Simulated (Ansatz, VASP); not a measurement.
# BaCd3Se4: VASP beside Ansatz

```xyz
8
Lattice="4.5670 0.0000 0.0000 0.0000 4.5670 0.0000 0.0000 0.0000 12.9260" Properties=species:S:1:pos:R:3 pbc="T T T"
Ba    0.0000    0.0000    0.0000
Cd    2.2835    2.2835    9.3392
Cd    0.0000    0.0000    6.4630
Cd    2.2835    2.2835    3.5867
Se    0.0000    2.2835    7.8893
Se    2.2835    0.0000    5.0367
Se    0.0000    2.2835    2.1064
Se    2.2835    0.0000   10.8196
```

Change from the starting cell: species swapped into the MgMn3Te4 type (P-4m2, No. 115).

Alike in both runs: functional PBE; k mesh 3 × 3 × 1; occupations gaussian, width 0.15 eV; no spin polarisation.

Ansatz relaxed the structure, and its values are those at the end. VASP's run is a single point on that final structure, the one shown.

|  | VASP | Ansatz |
| --- | --- | --- |
| version | VASP 6.6.1 | Ansatz 0.2.0 |
| potentials or method | VASP PAW PBE potentials, release 64 (Ba_sv, Cd, Se) | scalar-relativistic, plane waves, PAW |
| plane-wave cutoff (eV) | 520 | 420 |
| valence electrons in the cell | 70 | 134 |

Ansatz gave:

```
gap on the k mesh at the Fermi level (eV) : 0.98
least direct gap on the mesh (eV)         : 0.98
pressure (GPa)                            : 0.2
rms of the force components (eV/Å)        : 0.023
```

Task: Which values does VASP return?

Result: gap on the k mesh at the Fermi level (eV): 0.97; least direct gap on the mesh (eV): 0.97; pressure (GPa): 0.5; rms of the force components (eV/Å): 0.033.

The two sets of potentials don't hold the same shells in valence.

Caveats: the k mesh is coarse (spacing up to 0.49 Å⁻¹), so the values aren't converged; spin-orbit coupling is left out, which moves the levels of the heavy elements.
